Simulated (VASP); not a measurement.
Calculation: r2SCAN meta-GGA, VASP's PBE PAW potentials (set 64) (plane waves; VASP).

Input for VASP

File POSCAR:
```
PbS
1
    2.1108610748     1.2187062490     3.4533279989
   -2.1108610748     1.2187062490     3.4533279989
    0.0000000000    -2.4374124980     3.4533279989
Pb S
1 1
Direct
  0.7480575806   0.7480575806   0.7480575806
  0.2519424194   0.2519424194   0.2519424194
```

**INCAR**
```
SYSTEM = PbS
PREC = Accurate
ENCUT = 400
EDIFF = 1E-6
NELM = 100
ALGO = Normal
LREAL = .FALSE.
LASPH = .TRUE.
ISMEAR = 0
SIGMA = 0.05
METAGGA = R2SCAN
LMIXTAU = .TRUE.
LMAXMIX = 4
LWAVE = .FALSE.
LCHARG = .FALSE.
IBRION = 2
ISIF = 3
NSW = 60
EDIFFG = -0.01
```

KPOINTS:
```
Regular mesh
0
Gamma
  7 7 7
0 0 0
```

POTCAR, in this order: Pb_d S (PBE.64 set). Program: vasp_std.

Task: Predict the energy per atom (σ→0).

Result: 
| Item | Value |
|---|---|
| energy per atom (σ→0) | -32.806 eV/atom |

File OSZICAR:
```
...
DAV:  12    -0.656123306666E+02   -0.39944E-02   -0.42893E-03  1268   0.693E-01    0.132E-01
DAV:  13    -0.656118716675E+02    0.45900E-03   -0.72616E-04  1406   0.267E-01    0.932E-02
DAV:  14    -0.656122828308E+02   -0.41116E-03   -0.24669E-04  1340   0.189E-01    0.370E-02
DAV:  15    -0.656125078686E+02   -0.22504E-03   -0.27091E-04  1274   0.193E-01    0.182E-02
DAV:  16    -0.656125103209E+02   -0.24523E-05   -0.25694E-05  1610   0.586E-02    0.212E-03
DAV:  17    -0.656125157142E+02   -0.53933E-05   -0.84955E-06  1268   0.306E-02    0.354E-03
DAV:  18    -0.656125155335E+02    0.18073E-06   -0.21232E-07   796   0.430E-03
   1 F= -.65612516E+02 E0= -.65612516E+02  d E =-.656125E+02
```

The structure was generated: PbS was put into the alpha-GeTe type (R3m), which need not be its known phase. It was relaxed first. The start is the result of an earlier pass.
